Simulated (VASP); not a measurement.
# A VASP study of Ag (Silver) (LDA): structure first, properties next, part 3 of 4

How well does LDA reproduce what experiment finds for Ag (Silver)? The cell is relaxed first, and properties follow on it. Left out of this account: 1 further run (phonons: it ended without a result to show). The start is a cell from a database of measured crystal structures.

VASP 6.6.1; LDA; plane waves and PAW (Ag).

Still holding for the runs below: This run has no spin polarisation. Its electron count is odd, so without a moment it is a metal by construction.

So far. Step 4 (Density, ELF and potential (LDA)): In this run the pressure is 0.00 GPa, small enough to go on. Step 5 (Band structure (LDA)): There is no gap at this level.

**6. Total and projected DOS (LDA)**

Here the states are counted by energy and projected on the atoms. The mesh is finer than in the run before.

INCAR reads:

```
SYSTEM = Ag
PREC = Accurate
ENCUT = 400
EDIFF = 1E-06
NELM = 100
ISMEAR = -5
SIGMA = 0.2
LREAL = .FALSE.
ALGO = Normal
GGA = CA
NBANDS = 16
LORBIT = 11
LWAVE = .FALSE.
LCHARG = .FALSE.
KPAR = 2
NEDOS = 2001
```

POSCAR reads:

```
Ag
1.0
    0.0000000000      2.0009944308      2.0009944308
    2.0009944308      0.0000000000      2.0009944308
    2.0009944308      2.0009944308      0.0000000000
Ag
1
Direct
    0.0000000000      0.0000000000      0.0000000000
```

KPOINTS reads:

```
Automatic mesh
0
Gamma
14 14 14
0 0 0
```

Potentials, in the order of the species: Ag (LDA family, release 64).

Started as:

```bash
$ mpirun -np 2 vasp_std
```

Output:

```text
[... set-up lines as in an earlier step ...]
 entering main loop
       N       E                     dE             d eps       ncg     rms          rms(c)
DAV:   1     0.484160825344E+02    0.48416E+02   -0.42988E+03  3392   0.499E+02
DAV:   2    -0.317998598056E+01   -0.51596E+02   -0.48286E+02  4408   0.153E+02
DAV:   3    -0.411263567174E+01   -0.93265E+00   -0.93227E+00  3944   0.206E+01
DAV:   4    -0.411482915124E+01   -0.21935E-02   -0.21936E-02  4376   0.107E+00
DAV:   5    -0.411484038778E+01   -0.11237E-04   -0.11240E-04  3992   0.652E-02    0.647E+00
DAV:   6    -0.380075026041E+01    0.31409E+00   -0.10586E+00  4936   0.735E+00    0.392E+00
DAV:   7    -0.378764896329E+01    0.13101E-01   -0.13955E-02  4696   0.790E-01    0.216E+00
DAV:   8    -0.378253287645E+01    0.51161E-02   -0.95163E-04  4824   0.208E-01    0.123E-01
DAV:   9    -0.378254450971E+01   -0.11633E-04   -0.11613E-05  3648   0.250E-02    0.142E-02
DAV:  10    -0.378254465246E+01   -0.14274E-06   -0.17241E-06  4560   0.824E-03
   1 F= -.37825447E+01 E0= -.37825447E+01  d E =0.000000E+00
 -----------------------------------------------------------------------------
|                                                                             |
|           W    W    AA    RRRRR   N    N  II  N    N   GGGG   !!!           |
|           W    W   A  A   R    R  NN   N  II  NN   N  G    G  !!!           |
|           W    W  A    A  R    R  N N  N  II  N N  N  G       !!!           |
|           W WW W  AAAAAA  RRRRR   N  N N  II  N  N N  G  GGG   !            |
|           WW  WW  A    A  R   R   N   NN  II  N   NN  G    G                |
|           W    W  A    A  R    R  N    N  II  N    N   GGGG   !!!           |
|                                                                             |
|     Tetrahedron method does not include variations of the Fermi             |
|     occupations, so forces and stress will be inaccurate. We suggest        |
|     using a different smearing scheme ISMEAR = 1 or 2 for metals in         |
|     relaxations.                                                            |
|                                                                             |
 -----------------------------------------------------------------------------
```

Run time: 3.6 s. Hardware: 2 MPI ranks of Intel Xeon 6975P-C (Granite Rapids), shared host; peak memory 0.21 GiB; 6.3 s of CPU time.

From OUTCAR (step 6):

```text
   k-points           NKPTS =    104   k-points in BZ     NKDIM =    104   number of bands    NBANDS=     16

   NELECT =      11.0000    total number of electrons

 E-fermi :   9.1169

 k-point     1 :       0.0000    0.0000    0.0000
  band No.  band energies     occupation
    ...
      2       4.0404      2.00000
      3       4.0404      2.00000
      4       4.0404      2.00000
      5       5.2163      2.00000
      6       5.2163      2.00000
      7      25.1879      0.00000
      8      29.0643      0.00000
      9      29.0643      0.00000
     10      29.0643      0.00000
     11      34.2428      0.00000
    ...

  Total       -0.0356628     -0.0356628     -0.0356628      0.0000000     -0.0000000     -0.0000000
  in kB       -3.5658141     -3.5658141     -3.5658141      0.0000000     -0.0000000     -0.0000000
  external PRESSURE =      -3.5658141 kB  Pullay stress =       0.0000000 kB

  FREE ENERGIE OF THE ION-ELECTRON SYSTEM (eV)
  ---------------------------------------------------
  free  energy   TOTEN  =        -3.7825446525 eV

  energy  without entropy=       -3.7825446525  energy(sigma->0) =       -3.78254465

[... 7 parts as in an earlier step ...]

[... 10 further parts left out ...]
```

With tetrahedra the forces and stress of a metal are not exact derivatives of the energy.

This step gave:

```
irreducible k-points   : 104
free energy (TOTEN)    : -3.783 eV
Fermi energy           : 9.117 eV
pressure               : -0.3566 GPa
DOS at the Fermi level : 0.2575 states/eV/cell
```

The density of states has structure finer than the step of the table below, so its rows give means over 0.5 eV, whole bins alone (the curve runs from -10.6 to 8.00 eV). Peaks (eV: height): total -6.31: 3.80, -4.78: 4.97, -4.38: 2.90, -3.88: 3.10, -3.33: 3.52, -3.06: 4.57; Ag d -6.29: 2.85, -4.78: 4.45, -4.38: 2.53, -3.88: 2.87, -3.33: 3.36, -3.06: 4.44; Ag s -6.31: 0.296, 4.29: 0.106.

States under -10.6 eV and over 8.0 eV are left out. Table of density of states by energy, zero at the Fermi level; means over each step; values in states/eV/cell:

```
energy (eV)    total     Ag d    Ag s
       -9.0        0        0       0
       -8.5  0.00153        0  9.0e-4
       -8.0   0.0505   3.1e-4  0.0289
       -7.5   0.0983  0.00375  0.0520
       -7.0    0.293    0.110  0.0901
       -6.5     2.44     1.75   0.243
       -6.0     2.35     1.89  0.0962
       -5.5     2.19     1.87  0.0306
       -5.0     3.13     2.75  0.0463
       -4.5     2.43     2.11  0.0401
       -4.0     2.74     2.50  0.0281
       -3.5     2.42     2.26  0.0229
       -3.0     2.65     2.54  0.0205
       -2.5    0.210    0.129  0.0269
       -2.0    0.223    0.120  0.0326
       -1.5    0.219   0.0960  0.0353
       -1.0    0.236   0.0910  0.0376
       -0.5    0.261   0.0868  0.0386
        0.0    0.258   0.0778  0.0371
        0.5    0.259   0.0740  0.0362
        1.0    0.261   0.0696  0.0342
        1.5    0.262   0.0626  0.0308
        2.0    0.243   0.0572  0.0278
        2.5    0.231   0.0529  0.0246
        3.0    0.200   0.0447  0.0200
        3.5    0.166   0.0360  0.0159
        4.0    0.210   0.0507  0.0442
        4.5    0.301   0.0757  0.0935
        5.0    0.326   0.0741  0.0930
        5.5    0.321   0.0684  0.0801
        6.0    0.288   0.0591  0.0655
        6.5    0.274   0.0541  0.0616
        7.0    0.301   0.0574  0.0723
        7.5    0.342   0.0680  0.0980
```

The finer mesh and the other smearing move the Fermi level by +0.12 eV from the 10×10×10 run, one measure of the sampling error in the zero of the bands above. Of the states within 0.3 eV of the Fermi level, the largest shares in the PAW spheres are Ag d 30 % and Ag s 14 %. The rest lies in smaller channels or between the spheres.

**7. Core-level energies (LDA)**

ICORELEVEL = 1 prints the core eigenvalues in the potential of the ground state.

INCAR reads:

```
SYSTEM = Ag
PREC = Accurate
ENCUT = 400
EDIFF = 1E-06
NELM = 100
ISMEAR = 1
SIGMA = 0.2
LREAL = .FALSE.
ALGO = Normal
GGA = CA
NBANDS = 11
LORBIT = 11
LWAVE = .FALSE.
LCHARG = .FALSE.
KPAR = 2
ICORELEVEL = 1
```

POSCAR is that of step 6.

KPOINTS reads:

```
Automatic mesh
0
Gamma
10 10 10
0 0 0
```

Started as:

```bash
$ mpirun -np 2 vasp_std
```

Output:

```text
[... set-up lines as in an earlier step ...]
 entering main loop
       N       E                     dE             d eps       ncg     rms          rms(c)
DAV:   1     0.357049009649E+02    0.35705E+02   -0.48572E+03  1106   0.732E+02
DAV:   2    -0.364049759691E+01   -0.39345E+02   -0.36510E+02  1154   0.167E+02
DAV:   3    -0.409430756366E+01   -0.45381E+00   -0.45369E+00  1169   0.194E+01
DAV:   4    -0.409552753950E+01   -0.12200E-02   -0.12199E-02  1145   0.105E+00
DAV:   5    -0.409553649051E+01   -0.89510E-05   -0.89519E-05  1163   0.804E-02    0.650E+00
DAV:   6    -0.378306764870E+01    0.31247E+00   -0.12913E+00  1088   0.107E+01    0.399E+00
DAV:   7    -0.377010652114E+01    0.12961E-01   -0.99824E-03  1160   0.910E-01    0.218E+00
DAV:   8    -0.376497280856E+01    0.51337E-02   -0.93020E-04  1136   0.257E-01    0.794E-02
DAV:   9    -0.376498581524E+01   -0.13007E-04   -0.77291E-06  1136   0.202E-02    0.154E-02
DAV:  10    -0.376498516861E+01    0.64663E-06   -0.18912E-06  1168   0.106E-02
   1 F= -.37649852E+01 E0= -.37653758E+01  d E =0.117176E-02
```

Wall time 1.6 s (2 MPI ranks); peak memory 0.21 GiB.

Parts of OUTCAR (step 7):

```text
   NELECT =      11.0000    total number of electrons

 the core state eigenenergies are
   1-  1s -25171.2375  2s  -3701.0073  2p  -3324.0332  3s   -668.5630  3p   -544.2310
       3d   -346.8544  4s    -82.5643  4p    -46.3067

 E-fermi :   8.9955

 k-point     1 :       0.0000    0.0000    0.0000
  band No.  band energies     occupation
    ...
      2       4.0466      2.00000
      3       4.0466      2.00000
      4       4.0466      2.00000
      5       5.2235      2.00000
      6       5.2235      2.00000
      7      25.1868      0.00000
      8      29.0647      0.00000
      9      29.0647      0.00000
     10      29.0647      0.00000
     11      34.2419      0.00000

  Total        0.0002676      0.0002676      0.0002676      0.0000000      0.0000000     -0.0000000
  in kB        0.0267567      0.0267567      0.0267567      0.0000000      0.0000000     -0.0000000
  external PRESSURE =       0.0267567 kB  Pullay stress =       0.0000000 kB

 POSITION                                       TOTAL-FORCE (eV/Angst)
 -----------------------------------------------------------------------------------
      0.00000      0.00000      0.00000         0.000000      0.000000     -0.000000
 -----------------------------------------------------------------------------------
    total drift:                                0.000000     -0.000000     -0.000000

  FREE ENERGIE OF THE ION-ELECTRON SYSTEM (eV)
  ---------------------------------------------------
  free  energy   TOTEN  =        -3.7649851686 eV

  energy  without entropy=       -3.7661569333  energy(sigma->0) =       -3.76537576

[... 9 parts as in an earlier step ...]

[... 7 further parts left out ...]
```

These are scalar-relativistic Kohn-Sham levels of the ground state, with no core hole, so they are not binding energies.

Numbers from this step:

* bands: 11
* irreducible k-points: 47
* free energy (TOTEN): -3.765 eV
* Fermi energy: 8.995 eV
* pressure: 0.002676 GPa

Kohn-Sham core levels. Core levels, by row:

```
atom  shell  level below the Fermi level (eV)
 Ag1     1s                             25180
 Ag1     2s                              3710
 Ag1     2p                              3333
 Ag1     3s                             677.6
 Ag1     3p                             553.2
 Ag1     3d                             355.9
 Ag1     4s                             91.56
 Ag1     4p                              55.3
```

**8. Independent-particle dielectric function (LDA)**

LOPTICS sums transitions from filled to empty bands. The mesh is finer than in the run before. NBANDS is raised for it.

Edit INCAR of step 7 so:

```diff
@@ -10,3 +10,3 @@
 GGA = CA
-NBANDS = 11
+NBANDS = 13
 LORBIT = 11
@@ -15,2 +15,4 @@
 KPAR = 2
-ICORELEVEL = 1
+LOPTICS = .TRUE.
+NEDOS = 1500
+CSHIFT = 0.1
```

POSCAR is that of step 7.

KPOINTS reads:

```
Automatic mesh
0
Gamma
14 14 14
0 0 0
```

Started as:

```bash
$ mpirun -np 2 vasp_std
```

Output:

```text
[... set-up lines as in an earlier step ...]
 entering main loop
       N       E                     dE             d eps       ncg     rms          rms(c)
DAV:   1     0.442113624532E+02    0.44211E+02   -0.46579E+03  2800   0.618E+02
DAV:   2    -0.338005557343E+01   -0.47591E+02   -0.45011E+02  3284   0.168E+02
DAV:   3    -0.411080085189E+01   -0.73075E+00   -0.73052E+00  3237   0.213E+01
DAV:   4    -0.411289703660E+01   -0.20962E-02   -0.20961E-02  3184   0.121E+00
DAV:   5    -0.411291192085E+01   -0.14884E-04   -0.14884E-04  3239   0.877E-02    0.648E+00
DAV:   6    -0.380037347759E+01    0.31254E+00   -0.11549E+00  3324   0.902E+00    0.393E+00
DAV:   7    -0.378673755541E+01    0.13636E-01   -0.11478E-02  3219   0.902E-01    0.215E+00
DAV:   8    -0.378162230042E+01    0.51153E-02   -0.98922E-04  3219   0.239E-01    0.110E-01
DAV:   9    -0.378163660307E+01   -0.14303E-04   -0.76785E-06  3154   0.191E-02    0.227E-02
DAV:  10    -0.378163481902E+01    0.17841E-05   -0.21229E-06  3159   0.100E-02    0.454E-03
DAV:  11    -0.378163479587E+01    0.23147E-07   -0.41673E-08  1597   0.150E-03
   1 F= -.37816348E+01 E0= -.37819477E+01  d E =0.938659E-03
 optical routines
 imaginary and real dielectric function
 recalculating local potential from charge density
 direction            1
 direction            2
 direction            3
```

Wall time 3.4 s (2 MPI ranks); peak memory 0.25 GiB.

Parts of OUTCAR (step 8):

```text
   k-points           NKPTS =    104   k-points in BZ     NKDIM =    104   number of bands    NBANDS=     13

   NELECT =      11.0000    total number of electrons

 E-fermi :   8.9588

 k-point     1 :       0.0000    0.0000    0.0000
  band No.  band energies     occupation
    ...
      2       4.0405      2.00000
      3       4.0405      2.00000
      4       4.0405      2.00000
      5       5.2167      2.00000
      6       5.2167      2.00000
      7      25.1873      0.00000
      8      29.0645      0.00000
      9      29.0645      0.00000
     10      29.0645      0.00000
     11      34.2427      0.00000
    ...

  Total       -0.0405643     -0.0405643     -0.0405643      0.0000000      0.0000000      0.0000000
  in kB       -4.0559014     -4.0559014     -4.0559014      0.0000000      0.0000000      0.0000000
  external PRESSURE =      -4.0559014 kB  Pullay stress =       0.0000000 kB

 POSITION                                       TOTAL-FORCE (eV/Angst)
 -----------------------------------------------------------------------------------
      0.00000      0.00000      0.00000         0.000000      0.000000      0.000000
 -----------------------------------------------------------------------------------
    total drift:                                0.000000      0.000000      0.000000

  FREE ENERGIE OF THE ION-ELECTRON SYSTEM (eV)
  ---------------------------------------------------
  free  energy   TOTEN  =        -3.7816347959 eV

  energy  without entropy=       -3.7825734553  energy(sigma->0) =       -3.78194768

 plasma frequency squared (from intraband transitions) (eV^2)
  --------------------------------------------------------------------------------------
      70.814       0.000       0.000
      -0.000      70.814       0.000
      -0.000       0.000      70.814

[... 8 parts as in an earlier step ...]

[... 8 further parts left out ...]
```

These are independent-particle spectra without excitons or local fields, and fine structure depends on the mesh and on CSHIFT. The intraband (Drude) part is not in this spectrum.

This step gave:

| Item | Value |
| --- | --- |
| SCF cycles | 11 |
| bands | 13 |
| irreducible k-points | 104 |
| free energy (TOTEN) | -3.782 eV |
| energy at zero smearing | -3.782 eV |
| Fermi energy | 8.959 eV |
| pressure | -0.4056 GPa |

The imaginary dielectric function, xx has structure finer than the step of the table below, so its rows give means over 0.5 eV, whole bins alone (the curve runs from 0 to 25.0 eV). Peaks (eV: height): 4.38: 7.65, 5.18: 5.55, 6.18: 3.20, 6.74: 3.22, 10.49: 2.68, 13.51: 2.54, 21.33: 2.72.

Table of imaginary dielectric function, xx by photon energy; means over each step:

photon energy (eV), imaginary dielectric function, xx and a bar:
```
      0.5       0.02 
      1.0       0.03 
      1.5       0.06 
      2.0       0.12 
      2.5       0.27 #
      3.0       2.54 ############
      3.5       4.25 ####################
      4.0       4.62 ######################
      4.5       6.41 ##############################
      5.0       4.64 ######################
      5.5       4.07 ###################
      6.0       2.75 #############
      6.5       2.70 #############
      7.0       2.00 #########
      7.5       1.89 #########
      8.0       1.94 #########
      8.5       2.09 ##########
      9.0       1.93 #########
      9.5       1.96 #########
     10.0       1.66 ########
     10.5       2.39 ###########
     11.0       1.77 ########
     11.5       1.83 ########
     12.0       1.85 #########
     12.5       1.81 ########
     13.0       1.99 #########
     13.5       2.44 ###########
     14.0       2.23 ##########
     14.5       2.10 ##########
     15.0       2.06 ##########
     15.5       1.83 #########
     16.0       1.75 ########
     16.5       1.44 #######
     17.0       1.79 ########
     17.5       1.34 ######
     18.0       1.43 #######
     18.5       1.37 ######
     19.0       1.26 ######
     19.5       1.43 #######
     20.0       1.47 #######
     20.5       1.89 #########
     21.0       2.19 ##########
     21.5       2.31 ###########
     22.0       1.49 #######
     22.5       1.66 ########
     23.0       1.32 ######
     23.5       1.21 ######
     24.0       1.19 #####
     24.5       1.11 #####
```

Real dielectric function, xx against photon energy:

```
photon energy (eV)  real dielectric function, xx
                 0                          5.05
                 1                          5.21
                 2                          5.86
                 3                          8.69
                 4                          6.28
                 5                          3.19
                 6                          1.97
                 7                         0.756
                 8                          2.03
                 9                          1.82
                10                          2.03
                11                          1.72
                12                          2.00
                13                          1.84
                14                          1.35
                15                         0.617
                16                         0.650
                17                         0.862
                18                         0.836
                19                         0.924
                20                          1.38
                21                          1.17
                22                         0.140
                23                        0.0491
                24                         0.158
```

At these settings, which differ from those of the relaxation, the cell is under a tension of 0.4 GPa.

(Part 3 of 4 ends here.)

[Lines on the potential files, build, host, timing and source positions are cut from VASP's logs without a mark.]

[Logs are printed without paths, hosts, clocks, repeated set-up lines and the standing remarks that a program may print on its own settings, such as how far it seeks lower states.]

[Hosts, paths, dates, database ids (printed as entryN), source tags and the programs' standing remarks are cut or masked in the printed files.]

[A measured line is paired with the nearest computed mode of its activity, which favours agreement.]
